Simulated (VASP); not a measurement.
# Mg7CoO8 (a cell with a defect) in VASP: further runs

One crystal, Mg7CoO8 (a cell with a defect), is run at these levels: LDA+U; tasks: single point.

Program: VASP 6.6.1. These are calculated values, not measurements. Logs are shortened: lines on timing, memory, paths and dates and some standing lists are left out, and cuts for length are marked.

## Step 1: Starting point

The cell holds a defect, 16 atoms: a = 6.149 Å, b = 6.149 Å, c = 6.149 Å, α = 60.00°, β = 60.00°, γ = 60.00°.

The cell was built by a generator and needn't be a form met in nature.

## Step 2: Single point, LDA+U, collinear spin, typed start

The input, INCAR:

```
SYSTEM = Mg7CoO8
PREC = Accurate
ENCUT = 520
EDIFF = 1E-7
ISMEAR = 0
SIGMA = 0.01
LREAL = Auto
LASPH = .TRUE.
NELM = 150
ALGO = Normal
ISIF = 2
LWAVE = .FALSE.
LCHARG = .FALSE.
ISPIN = 2
MAGMOM = 0 0 0 0 0 0 0 3 0 0 0 0 0 0 0 0
LORBIT = 11
LMAXMIX = 4
LDAU = .TRUE.
LDAUTYPE = 2
LDAUL = -1 2 -1
LDAUU = 0 3.2 0
LDAUJ = 0 0 0
LDAUPRINT = 1
NBANDS = 54
```

The input, KPOINTS:

```
regular mesh
0
G
  2 2 2
  0 0 0
```

The input, POSCAR:

```
Mg7CoO8
1.0
    0.0000000000      4.3481000000      4.3481000000
    4.3481000000      0.0000000000      4.3481000000
    4.3481000000      4.3481000000      0.0000000000
Mg Co O
7 1 8
Direct
    0.9878010300      0.0057530400      0.9997875400
    0.0118038800      0.9804527600      0.5056642300
    0.9940867800      0.4995929100      0.5018981300
    0.4854816700      0.0118115900      0.0032462600
    0.5000057000      0.0016869000      0.4901239900
    0.4926855500      0.5014766500      0.9922720000
    0.5042112800      0.4837419100      0.5051861700
    0.9925552600      0.4956245300      0.0071453000
    0.2465326700      0.2464134700      0.2544617500
    0.2505876800      0.2420425700      0.7473136800
    0.2398825400      0.7674873200      0.2447471300
    0.2519085200      0.7454308000      0.7508721200
    0.7450322800      0.2540688200      0.2419650800
    0.7568658400      0.2451120500      0.7499844900
    0.7513899700      0.7565027500      0.2479999100
    0.7497856600      0.7444421100      0.7378618100
```

Potentials or basis: VASP PAW LDA potentials, release 64 (Mg, Co, O).

The run is started by

```sh
$ cat potpaw_LDA.64/Mg/POTCAR potpaw_LDA.64/Co/POTCAR potpaw_LDA.64/O/POTCAR > POTCAR
$ mpirun -np 1 vasp_std > vasp.out
```

OUTCAR:

```text
SYSTEM = Mg7CoO8
   PREC = Accurate
   ENCUT = 520
   EDIFF = 1E-7
   ISMEAR = 0
   LREAL = Auto
   LASPH = .TRUE.
   NELM = 150
   ISIF = 2
   ISPIN = 2
   LORBIT = 11

 ion  position               nearest neighbor table
   1  0.988  0.006  1.000-  14 2.09  15 2.11  13 2.13  11 2.16  10 2.17  12 2.22   5 3.01   2 3.05
                             6 3.05   3 3.05   8 3.05   4 3.06   4 3.09   8 3.10   3 3.10   6 3.10
   2  0.012  0.980  0.506-  11 2.07  12 2.11  16 2.17   9 2.18  14 2.21  13 2.31   4 3.01   5 3.02
                             3 3.02   8 3.03   7 3.04   1 3.05   7 3.11   1 3.11   8 3.12   3 3.13
   3  0.994  0.500  0.502-  16 2.09  14 2.14  15 2.16   9 2.18  10 2.18  11 2.23   2 3.02   1 3.05
                             6 3.05   7 3.05   8 3.06   5 3.06   5 3.09   8 3.09   7 3.10   1 3.10
   4  0.485  0.012  0.003-   9 2.11  11 2.13  10 2.14  14 2.20  15 2.22  16 2.32   7 2.98   6 3.00
                             8 3.00   2 3.01   5 3.01   1 3.06   1 3.09   5 3.14   8 3.15   6 3.15
   5  0.500  0.002  0.490-  15 2.12   9 2.13  13 2.16  16 2.16  10 2.16  12 2.19   1 3.01   4 3.01
                             2 3.02   7 3.02   3 3.06   6 3.07   6 3.08   3 3.09   7 3.13   2 3.13
   6  0.493  0.501  0.992-  12 2.10  14 2.17  16 2.17   9 2.18  13 2.18  11 2.26   4 3.00   7 3.02
                             1 3.05   8 3.05   3 3.05   5 3.07   5 3.08   3 3.10   8 3.10   1 3.10
   7  0.504  0.484  0.505-  13 2.15  10 2.15  14 2.16  12 2.21  15 2.26  11 2.29   4 2.98   6 3.02
                             5 3.02   8 3.03   2 3.04   3 3.05   3 3.10   2 3.11   8 3.12   5 3.13
   8  0.993  0.496  0.007-  13 2.13   9 2.18  15 2.18  12 2.21  16 2.23  10 2.23   4 3.00   7 3.03
                             2 3.03   6 3.05   1 3.05   3 3.06   3 3.09   1 3.10   6 3.10   7 3.12
   9  0.247  0.246  0.254-   4 2.11   5 2.13   3 2.18   2 2.18   8 2.18   6 2.18
  10  0.251  0.242  0.747-   4 2.14   7 2.15   5 2.16   1 2.17   3 2.18   8 2.23
  11  0.240  0.767  0.245-   2 2.07   4 2.13   1 2.16   3 2.23   6 2.26   7 2.29
  12  0.252  0.745  0.751-   6 2.10   2 2.11   5 2.19   7 2.21   8 2.21   1 2.22
  13  0.745  0.254  0.242-   8 2.13   1 2.13   7 2.15   5 2.16   6 2.18   2 2.31
  14  0.757  0.245  0.750-   1 2.09   3 2.14   7 2.16   6 2.17   4 2.20   2 2.21
  15  0.751  0.757  0.248-   1 2.11   5 2.12   3 2.16   8 2.18   4 2.22   7 2.26
  16  0.750  0.744  0.738-   3 2.09   5 2.16   2 2.17   6 2.17   8 2.23   4 2.32

  LATTYP: Found a face centered cubic cell.
 ALAT       =     8.6962000000

  Lattice vectors:

 A1 = (   0.0000000000,   4.3481000000,   4.3481000000)
 A2 = (   4.3481000000,   0.0000000000,   4.3481000000)
 A3 = (   4.3481000000,   4.3481000000,   0.0000000000)

Analysis of symmetry for initial positions (statically):
=====================================================================
 Subroutine PRICEL returns:
 Original cell was already a primitive cell.

 Routine SETGRP: Setting up the symmetry group for a
 face centered cubic supercell.

 Subroutine GETGRP returns: Found  1 space group operations
 (whereof  1 operations were pure point group operations)
 out of a pool of 48 trial point group operations.

The static configuration has the point symmetry C_1 .

Analysis of symmetry for dynamics (positions and initial velocities):
=====================================================================
 Subroutine PRICEL returns:
 Original cell was already a primitive cell.

 Routine SETGRP: Setting up the symmetry group for a
 face centered cubic supercell.

 Subroutine GETGRP returns: Found  1 space group operations
 (whereof  1 operations were pure point group operations)
 out of a pool of 48 trial point group operations.

The dynamic configuration has the point symmetry C_1 .

Analysis of structural, dynamic, and magnetic symmetry:
=====================================================================
 Subroutine PRICEL returns:
 Original cell was already a primitive cell.

 Routine SETGRP: Setting up the symmetry group for a
 face centered cubic supercell.

 Subroutine GETGRP returns: Found  1 space group operations
 (whereof  1 operations were pure point group operations)
 out of a pool of 48 trial point group operations.

The overall configuration has the point symmetry C_1 .

 Subroutine INISYM returns: Found  1 space group operations
 (whereof  1 operations are pure point group operations),
[... 156 lines left out ...]
  0.9608  0.0014 -0.0004 -0.0012 -0.0006
  0.0014  0.9623  0.0007 -0.0015  0.0001
 -0.0004  0.0007  1.0048 -0.0002  0.0002
 -0.0012 -0.0015 -0.0002  0.9623  0.0008
 -0.0006  0.0001  0.0002  0.0008  1.0015

spin component  2

  0.7021 -0.2633  0.1505  0.2632  0.0033
 -0.2633  0.5899 -0.0646  0.3375  0.0907
  0.1505 -0.0646  0.1959  0.0526  0.0004
  0.2632  0.3375  0.0526  0.5951  0.0966
  0.0033  0.0907  0.0004  0.0966  0.1682

 occupancies and eigenvectors

  o =  0.0442  v =  0.0000  0.0000  0.0000  0.0000  0.0000  0.4954  0.6140 -0.0176 -0.6140  0.0160      0.0000  0.0000  0.0000  0.0000  0.0000  0.0000  0.0000  0.0000  0.0000  0.0000
  o =  0.1457  v =  0.0000  0.0000  0.0000  0.0000  0.0000 -0.0014 -0.1312 -0.0624 -0.1049  0.9838      0.0000  0.0000  0.0000  0.0000  0.0000  0.0000  0.0000  0.0000  0.0000  0.0000
  o =  0.1568  v =  0.0000  0.0000  0.0000  0.0000  0.0000  0.1845 -0.0876 -0.9729  0.0875 -0.0639      0.0000  0.0000  0.0000  0.0000  0.0000  0.0000  0.0000  0.0000  0.0000  0.0000
  o =  0.9518  v =  0.0000  0.0000  0.0000  0.0000  0.0000 -0.8235  0.4980 -0.2176 -0.1592  0.0345      0.0000  0.0000  0.0000  0.0000  0.0000  0.0000  0.0000  0.0000  0.0000  0.0000
  o =  0.9525  v =  0.0000  0.0000  0.0000  0.0000  0.0000  0.2060  0.5917  0.0434  0.7609  0.1631      0.0000  0.0000  0.0000  0.0000  0.0000  0.0000  0.0000  0.0000  0.0000  0.0000
  o =  0.9599  v =  0.8954 -0.4043  0.0163  0.1858  0.0098  0.0000  0.0000  0.0000  0.0000  0.0000      0.0000  0.0000  0.0000  0.0000  0.0000  0.0000  0.0000  0.0000  0.0000  0.0000
  o =  0.9608  v = -0.1311 -0.6384  0.0053 -0.7583  0.0133  0.0000  0.0000  0.0000  0.0000  0.0000      0.0000  0.0000  0.0000  0.0000  0.0000  0.0000  0.0000  0.0000  0.0000  0.0000
  o =  0.9647  v = -0.4252 -0.6547  0.0112  0.6245 -0.0186  0.0000  0.0000  0.0000  0.0000  0.0000      0.0000  0.0000  0.0000  0.0000  0.0000  0.0000  0.0000  0.0000  0.0000  0.0000
  o =  1.0015  v = -0.0143 -0.0009 -0.0692  0.0203  0.9973  0.0000  0.0000  0.0000  0.0000  0.0000      0.0000  0.0000  0.0000  0.0000  0.0000  0.0000  0.0000  0.0000  0.0000  0.0000
  o =  1.0048  v =  0.0101 -0.0173 -0.9974  0.0046 -0.0692  0.0000  0.0000  0.0000  0.0000  0.0000      0.0000  0.0000  0.0000  0.0000  0.0000  0.0000  0.0000  0.0000  0.0000  0.0000

 number of electron      71.0000002 magnetization       2.9999982

 Free energy of the ion-electron system (eV)
  ---------------------------------------------------
  ext. energy  EPLUGINS =         0.00000000
  ---------------------------------------------------
  free energy    TOTEN  =      -106.02608800 eV

  energy without entropy =     -106.02608800  energy(sigma->0) =     -106.02608800

 E-fermi :   3.3047     XC(G=0): -11.3062

 val. band max:        3.2252739121   @ k =   0.5000   0.5000   0.0000
 cond. band min:       5.4009284493   @ k =   0.0000   0.0000   0.0000
 fundamental gap:      2.1756545372
 Fermi energy:         3.3046689953

 spin component 1

 k-point     1 :       0.0000    0.0000    0.0000
  band No.  band energies     occupation
      1     -14.1193      1.00000
      2     -13.0894      1.00000
      3     -13.0327      1.00000
      4     -12.9868      1.00000
      5     -12.9589      1.00000
      6     -12.8294      1.00000
[... 389 lines left out ...]
     46      13.0915      0.00000
     47      13.2171      0.00000
 Fermi energy:         3.3046689953

 spin component 2

 k-point     1 :       0.0000    0.0000    0.0000
  band No.  band energies     occupation
      1     -14.0601      1.00000
      2     -13.0131      1.00000
      3     -12.9509      1.00000
      4     -12.9434      1.00000
      5     -12.9090      1.00000
      6     -12.7168      1.00000
[... 389 lines left out ...]
     46      13.1611      0.00000
     47      13.2680      0.00000
 [bands above 47 left out]

------------------------ aborting loop because EDIFF is reached ----------------------------------------

  FORCE on cell =-STRESS in cart. coord.  units (eV):
  Direction    XX          YY          ZZ          XY          YZ          ZX
  --------------------------------------------------------------------------------------
  -------------------------------------------------------------------------------------
  Total      -19.1794530    -19.3401185    -19.8601763      0.2282721      0.0140325     -0.0228446
  in kB     -186.9038435   -188.4695295   -193.5374948      2.2245127      0.1367468     -0.2226205
  external PRESSURE =    -189.6369559 kB  Pullay stress =       0.0000000 kB

 VOLUME and BASIS-vectors are now :
 -----------------------------------------------------------------------------
  energy-cutoff  :      520.00
  volume of cell :      164.41
      direct lattice vectors                 reciprocal lattice vectors
     0.000000000  4.348100000  4.348100000    -0.114992755  0.114992755  0.114992755
     4.348100000  0.000000000  4.348100000     0.114992755 -0.114992755  0.114992755
     4.348100000  4.348100000  0.000000000     0.114992755  0.114992755 -0.114992755

 POSITION                                       TOTAL-FORCE (eV/Angst)
 -----------------------------------------------------------------------------------
      4.37219      8.64223      4.32007        -0.169197      0.423432      0.199845
      6.46179      2.25000      4.31443         0.199565     -0.348900     -0.123740
      4.35458      6.50469      6.49467        -0.034384      0.011626      0.189037
      0.06547      2.12504      2.16228        -0.599472      0.139208     -0.298446
      2.13844      4.30518      2.18141         0.168466      0.393203     -0.133321
      6.49497      6.45674      4.32272         0.388014      0.195616      0.373256
[... 8 lines left out ...]
      4.36768      4.34545      6.55647        -0.202027     -0.215988     -0.408027
      6.44521      6.46844      6.49705         0.431037      0.251840      0.121628
 -----------------------------------------------------------------------------------
    total drift:                               -0.005746      0.008718     -0.006150

  FREE ENERGIE OF THE ION-ELECTRON SYSTEM (eV)
  ---------------------------------------------------
  free  energy   TOTEN  =      -106.0260879981 eV

  energy  without entropy=     -106.0260879981  energy(sigma->0) =     -106.02608800

 total charge

# of ion       s       p       d       tot
------------------------------------------
    1        0.144   0.167   0.069   0.379
    2        0.143   0.161   0.065   0.369
    3        0.142   0.162   0.066   0.369
    4        0.141   0.158   0.063   0.362
    5        0.143   0.163   0.067   0.373
    6        0.141   0.158   0.063   0.363
[... 8 lines left out ...]
   15        1.530   3.471   0.000   5.001
   16        1.531   3.465   0.000   4.995
--------------------------------------------------
tot         13.527  29.274   7.572  50.373

 magnetization (x)

# of ion       s       p       d       tot
------------------------------------------
    1       -0.000  -0.000  -0.000  -0.000
    2       -0.000  -0.000  -0.000  -0.001
    3       -0.000  -0.000  -0.000  -0.001
    4       -0.000  -0.000  -0.000  -0.001
    5        0.004   0.005   0.002   0.011
    6       -0.000  -0.000  -0.000  -0.001
[... 8 lines left out ...]
   15        0.004   0.042   0.000   0.045
   16        0.003   0.041   0.000   0.044
--------------------------------------------------
tot          0.034   0.255   2.640   2.929
```

Wall time 9.4 min (1 thread of AMD EPYC 9R45 (Zen 5), shared host); peak memory 0.32 GiB.

Results:

```
Free energy                                           : -106.0261 eV
Pressure                                              : -19.0 GPa
Largest force                                         : 0.684 eV/Å
Band gap on the k mesh                                : 2.18 eV, indirect (least direct gap 2.22 eV)
Net moment                                            : 3.00 μB per cell
Site moments                                          : Mg -0.00, +0.01; Co +2.66; O +0.04, -0.00, +0.05 μB
Valence electrons inside the program's atomic spheres : Mg 0.38, 0.37, 0.36, 0.35; Co 7.76; O 5.01, 5.00, 5.02
```

Forces in eV/Å, atoms in the order of the input:
```
Mg  -0.169  0.423  0.200
Mg   0.200 -0.349 -0.124
Mg  -0.034  0.012  0.189
Mg  -0.599  0.139 -0.298
Mg   0.168  0.393 -0.133
Mg   0.388  0.196  0.373
Mg   0.058 -0.375  0.262
Co  -0.045 -0.275  0.088
O   -0.020 -0.075  0.203
O    0.166 -0.015  0.384
O   -0.443  0.449 -0.245
O   -0.212 -0.109 -0.178
O    0.324  0.058 -0.058
O   -0.009 -0.508 -0.376
O   -0.202 -0.216 -0.408
O    0.431  0.252  0.122
```

Stress tensor (GPa, compression positive):
```
-18.69   0.22  -0.02
  0.22 -18.85   0.01
 -0.02   0.01 -19.35
```

Eigenvalues of the final occupation matrices:
```tsv
site	spin	trace	eigenvalues
site 8 d	1	4.89	0.96 0.96 0.96 1.00 1.00
site 8 d	2	2.25	0.04 0.15 0.16 0.95 0.95
```

Caveat: the k mesh is coarse (spacing up to 0.63 Å⁻¹), so the values aren't converged. The state reached can hang on the start; a lower one may exist.

## Step 3: Single point, LDA+U, collinear spin, typed start

The input, INCAR:

```
SYSTEM = Mg7CoO8
  PREC = Accurate
  ENCUT = 520
  EDIFF = 1E-6
  ISMEAR = 0
  SIGMA = 0.01
  LREAL = Auto
  LASPH = .True.
  NELM = 150
  ALGO = Fast
  ISIF = 2
  LWAVE = .False.
  LCHARG = .False.
  ISPIN = 2
  MAGMOM = 0 0 0 0 0 0 0 3 0 0 0 0 0 0 0 0
  LORBIT = 11
  LMAXMIX = 4
  LDAU = .True.
  LDAUTYPE = 2
  LDAUL = -1 2 -1
  LDAUU = 0 3.2 0
  LDAUJ = 0 0 0
  LDAUPRINT = 1
  GGA = CA
  NBANDS = 54
```

The input, KPOINTS:

```
Automatic mesh
0
Gamma
  2 2 2
  0 0 0
```

POSCAR is that of step 2.

Potentials or basis: VASP PAW LDA potentials, release 64 (Mg, Co, O).

The run is started by

```sh
$ cat potpaw_LDA.64/Mg/POTCAR potpaw_LDA.64/Co/POTCAR potpaw_LDA.64/O/POTCAR > POTCAR
$ mpirun -np 1 vasp_std > vasp.out
```

OUTCAR:

```text
SYSTEM = Mg7CoO8
   PREC = Accurate
   ENCUT = 520
   EDIFF = 1E-6
   ISMEAR = 0
   LREAL = Auto
   LASPH = .True.
   NELM = 150
   ISIF = 2
   ISPIN = 2
   LORBIT = 11
   GGA = CA

 ion  position               nearest neighbor table
   1  0.988  0.006  1.000-  14 2.09  15 2.11  13 2.13  11 2.16  10 2.17  12 2.22   5 3.01   2 3.05
                             6 3.05   3 3.05   8 3.05   4 3.06   4 3.09   8 3.10   3 3.10   6 3.10
   2  0.012  0.980  0.506-  11 2.07  12 2.11  16 2.17   9 2.18  14 2.21  13 2.31   4 3.01   5 3.02
                             3 3.02   8 3.03   7 3.04   1 3.05   7 3.11   1 3.11   8 3.12   3 3.13
   3  0.994  0.500  0.502-  16 2.09  14 2.14  15 2.16   9 2.18  10 2.18  11 2.23   2 3.02   1 3.05
                             6 3.05   7 3.05   8 3.06   5 3.06   5 3.09   8 3.09   7 3.10   1 3.10
   4  0.485  0.012  0.003-   9 2.11  11 2.13  10 2.14  14 2.20  15 2.22  16 2.32   7 2.98   6 3.00
                             8 3.00   2 3.01   5 3.01   1 3.06   1 3.09   5 3.14   8 3.15   6 3.15
   5  0.500  0.002  0.490-  15 2.12   9 2.13  13 2.16  16 2.16  10 2.16  12 2.19   1 3.01   4 3.01
                             2 3.02   7 3.02   3 3.06   6 3.07   6 3.08   3 3.09   7 3.13   2 3.13
   6  0.493  0.501  0.992-  12 2.10  14 2.17  16 2.17   9 2.18  13 2.18  11 2.26   4 3.00   7 3.02
                             1 3.05   8 3.05   3 3.05   5 3.07   5 3.08   3 3.10   8 3.10   1 3.10
   7  0.504  0.484  0.505-  13 2.15  10 2.15  14 2.16  12 2.21  15 2.26  11 2.29   4 2.98   6 3.02
                             5 3.02   8 3.03   2 3.04   3 3.05   3 3.10   2 3.11   8 3.12   5 3.13
   8  0.993  0.496  0.007-  13 2.13   9 2.18  15 2.18  12 2.21  16 2.23  10 2.23   4 3.00   7 3.03
[... 1091 lines left out ...]
 -----------------------------------------------------------------------------------
      4.37219      8.64223      4.32007        -0.169193      0.423427      0.199847
      6.46179      2.25000      4.31443         0.199584     -0.348904     -0.123758
      4.35458      6.50469      6.49467        -0.034371      0.011641      0.189043
      0.06547      2.12504      2.16228        -0.599456      0.139227     -0.298443
      2.13844      4.30518      2.18141         0.168473      0.393198     -0.133318
      6.49497      6.45674      4.32272         0.388021      0.195624      0.373237
[... 8 lines left out ...]
      4.36768      4.34545      6.55647        -0.202520     -0.215965     -0.408106
      6.44521      6.46844      6.49705         0.431121      0.251296      0.121595
 -----------------------------------------------------------------------------------
    total drift:                               -0.005766      0.008691     -0.006154

  FREE ENERGIE OF THE ION-ELECTRON SYSTEM (eV)
  ---------------------------------------------------
  free  energy   TOTEN  =      -106.0260864237 eV

  energy  without entropy=     -106.0260864237  energy(sigma->0) =     -106.02608642

 total charge

# of ion       s       p       d       tot
------------------------------------------
    1        0.144   0.167   0.069   0.379
    2        0.143   0.161   0.065   0.369
    3        0.142   0.162   0.066   0.369
    4        0.141   0.158   0.063   0.362
    5        0.143   0.163   0.067   0.373
    6        0.141   0.158   0.063   0.363
[... 8 lines left out ...]
   15        1.530   3.471   0.000   5.001
   16        1.531   3.465   0.000   4.995
--------------------------------------------------
tot         13.527  29.274   7.572  50.373

 magnetization (x)

# of ion       s       p       d       tot
------------------------------------------
    1       -0.000  -0.000  -0.000  -0.000
    2       -0.000  -0.000  -0.000  -0.001
    3       -0.000  -0.000  -0.000  -0.001
    4       -0.000  -0.000  -0.000  -0.001
    5        0.004   0.005   0.002   0.011
    6       -0.000  -0.000  -0.000  -0.001
[... 8 lines left out ...]
   15        0.004   0.042   0.000   0.045
   16        0.003   0.041   0.000   0.044
--------------------------------------------------
tot          0.034   0.255   2.640   2.929
```

Wall time 7.9 min (1 thread of AMD EPYC 9R45 (Zen 5), shared host); peak memory 0.31 GiB.

What came out:

| Item | Value |
| --- | --- |
| Free energy | -106.0261 eV |
| Pressure | -19.0 GPa |
| Largest force | 0.684 eV/Å |
| Band gap on the k mesh | 2.18 eV, indirect (least direct gap 2.22 eV) |
| Net moment | 3.00 μB per cell |
| Site moments | Mg -0.00, +0.01; Co +2.66; O +0.04, -0.00, +0.05 μB |
| Valence electrons inside the program's atomic spheres | Mg 0.38, 0.37, 0.36, 0.35; Co 7.76; O 5.01, 5.00, 5.02 |

Forces on the atoms (eV/Å):
```
Mg  -0.169  0.423  0.200
Mg   0.200 -0.349 -0.124
Mg  -0.034  0.012  0.189
Mg  -0.599  0.139 -0.298
Mg   0.168  0.393 -0.133
Mg   0.388  0.196  0.373
Mg   0.058 -0.375  0.262
Co  -0.044 -0.275  0.088
O   -0.020 -0.074  0.203
O    0.166 -0.015  0.384
O   -0.443  0.449 -0.245
O   -0.212 -0.109 -0.178
O    0.323  0.058 -0.058
O   -0.009 -0.508 -0.376
O   -0.203 -0.216 -0.408
O    0.431  0.251  0.122
```

Stress tensor (GPa, compression positive):
```
-18.69   0.22  -0.02
  0.22 -18.84   0.02
 -0.02   0.02 -19.35
```

Eigenvalues of the final occupation matrices:
| site | spin | trace | eigenvalues |
| --- | --- | --- | --- |
| site 8 d | 1 | 4.89 | 0.96 0.96 0.96 1.00 1.00 |
| site 8 d | 2 | 2.25 | 0.04 0.15 0.16 0.95 0.95 |

Caveat: the k mesh is coarse (spacing up to 0.63 Å⁻¹), so the values aren't converged.
